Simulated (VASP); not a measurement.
Computed with LDA (Ceperley-Alder, Perdew-Zunger), VASP's LDA PAW potentials (set 64) (plane waves; VASP).

The input files of a VASP run:

### INCAR
```
# general
SYSTEM =Tc3Ni
PREC   =Accurate
ENCUT  =300
LREAL  =.FALSE.   # projection in real space or not
LASPH  =.TRUE.   # aspherical one-centre terms

# electronic loop
EDIFF  =1E-6   # SCF stop (eV)
NELM   =100   # most electronic steps
ALGO   =Normal   # blocked Davidson
LMAXMIX=4   # l cut-off of mixed one-centre charges

# smearing
ISMEAR =0
SIGMA  =0.2   # width (eV)

# ions
ISIF   =2   # forces and stress, cell fixed

# output
LWAVE  =.FALSE.
LCHARG =.FALSE.
```

### KPOINTS
```
Automatic mesh
0
Gamma
5 5 5
0 0 0
```

File POSCAR:
```
Tc3Ni
5.4167760
  1.0000000000   0.0000000000   0.0000000000
 -0.5000000000   0.8660252888   0.0000000000
  0.0000000000   0.0000000000   0.8071225393
Ni Tc
2 6
Direct
  0.6666670000   0.3333330000   0.2500000000
  0.3333330000   0.6666670000   0.7500000000
  0.8340800000   0.6681600000   0.7500000000
  0.1659200000   0.3318400000   0.2500000000
  0.1659200000   0.8340800000   0.2500000000
  0.8340800000   0.1659200000   0.7500000000
  0.3318400000   0.1659200000   0.7500000000
  0.6681600000   0.8340800000   0.2500000000
```

POTCAR, in this order: Ni Tc_pv (LDA.64 set). Program: vasp_std.

At this cut-off the stress carries a Pulay error, which pulls relaxed volumes low.

**Question.** Predict the energy per atom (σ→0), pressure, largest force, band gap (on the k-mesh).

**Answer.** 
```yaml
energy per atom (σ→0): -10.494 eV/atom
band gap (on the k-mesh): none (metal, semimetal or under 0.01 eV)
pressure: -24.25 GPa
largest_force: 0.197 eV/Å
```

**OSZICAR**
```
...
DAV:  12    -0.840184902970E+02    0.38545E-01   -0.26195E-02  2550   0.200E+00    0.140E+00
DAV:  13    -0.840069209226E+02    0.11569E-01   -0.12820E-02  2476   0.119E+00    0.729E-01
DAV:  14    -0.840042153060E+02    0.27056E-02   -0.27422E-03  2504   0.492E-01    0.422E-01
DAV:  15    -0.840028674455E+02    0.13479E-02   -0.15588E-03  2426   0.520E-01    0.125E-01
DAV:  16    -0.840027657858E+02    0.10166E-03   -0.38198E-04  2430   0.158E-01    0.272E-02
DAV:  17    -0.840027624144E+02    0.33715E-05   -0.33326E-05  2168   0.436E-02    0.409E-03
DAV:  18    -0.840027626251E+02   -0.21076E-06   -0.33383E-06  1562   0.146E-02
   1 F= -.84002763E+02 E0= -.83952394E+02  d E =-.100738E+00
```

The structure comes from a computed database's Tc3Ni entry (P6_3/mmc); how it stands against other phases isn't given here. The cell was not relaxed at this level. The run is not spin-polarised, so no magnetic state was tried.
